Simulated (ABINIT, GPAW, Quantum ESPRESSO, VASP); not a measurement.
**One structure in several programs: SnSe (Pnma, 8 atoms in the cell)**

Self-consistent single point.

```
CELL_PARAMETERS angstrom
     11.92574     0.00000     0.00000
      0.00000     4.21868     0.00000
      0.00000     0.00000     4.80621
ATOMIC_POSITIONS crystal
  Sn 0.61879 0.75000 0.37655
  Sn 0.38121 0.25000 0.62345
  Sn 0.88121 0.25000 0.87655
  Sn 0.11879 0.75000 0.12345
  Se 0.14855 0.25000 0.50918
  Se 0.85145 0.75000 0.49082
  Se 0.35145 0.75000 0.00918
  Se 0.64855 0.25000 0.99082
```

All programs got the same cell, k-point mesh and kind of occupations (in VASP's words: KPOINTS grid = 1 3 3; KPOINTS shift = 0 0 0; ISMEAR = 0; SIGMA = 0.01 eV); potentials, basis and cutoffs are each program's usual ones.

| code | model | pressure (GPa) | largest force (eV/Å) | gap on the mesh (eV) | cutoff |
|---|---|---|---|---|---|
| VASP | PBE, VASP's PBE PAW potentials (set 64) | -1.48 | 0.396 | 0.777 | 300 eV |
| Quantum ESPRESSO | PBE, GBRV 1.5 ultrasoft (PBE) pseudopotentials | -1.36 | 0.407 | 0.777 | 40 Ry |
| GPAW | PBE, GPAW PAW datasets PBE (gpaw-data 1.0.1) | -1.43 | 0.423 | 0.774 | 600 eV |
| ABINIT | PBE, norm-conserving pseudopotentials (PseudoDojo nc-sr-05 PBE standard) | -1.32 | 0.403 | 0.773 | 43 Ha |

Size of the force on each atom (eV/Å): Sizes of forces hide their directions.

```tsv
code	Sn1	Sn2	Sn3	Sn4	Se5	Se6	Se7	Se8
VASP	0.396	0.396	0.396	0.396	0.275	0.275	0.275	0.275
Quantum ESPRESSO	0.407	0.407	0.407	0.407	0.279	0.279	0.279	0.279
GPAW	0.423	0.423	0.423	0.423	0.295	0.295	0.295	0.295
ABINIT	0.403	0.403	0.403	0.403	0.279	0.279	0.279	0.279
```

Gaps are read on the mesh.

The spread over the programs that give each value: pressure within 0.16 GPa; largest force within 0.027 eV/Å; gap on the mesh within 0.004 eV.

The starting cell comes from a database of computed structures (which also holds hypothetical and non-ambient phases and stackings), without a prior relaxation at this level. Its lattice was rescaled by a random factor within 2.5 % of one.

Problem. Why do the programs differ, and what cannot be compared?

Solution. Differences of this kind can come from the potentials, where these differ, and from what each basis and cutoff leave unconverged. The valence holds different numbers of electrons (VASP 80, Quantum ESPRESSO 80, GPAW 80, ABINIT 120). The zero of total energies and Fermi levels follows the potentials and each program's conventions, so they are not compared here.

The shared mesh is coarse (it stands for a supercell whose shortest vector is 12 Å), so the values are not converged in it.

VASP's run is marked for a possible Pulay error in its stress at this cutoff; no cutoff test was made.

VASP ran the fixed occupations as a Gaussian smearing of 0.01 eV.

Left out of this page: Ansatz, CP2K and Elk (not drawn, or without a comparable value).
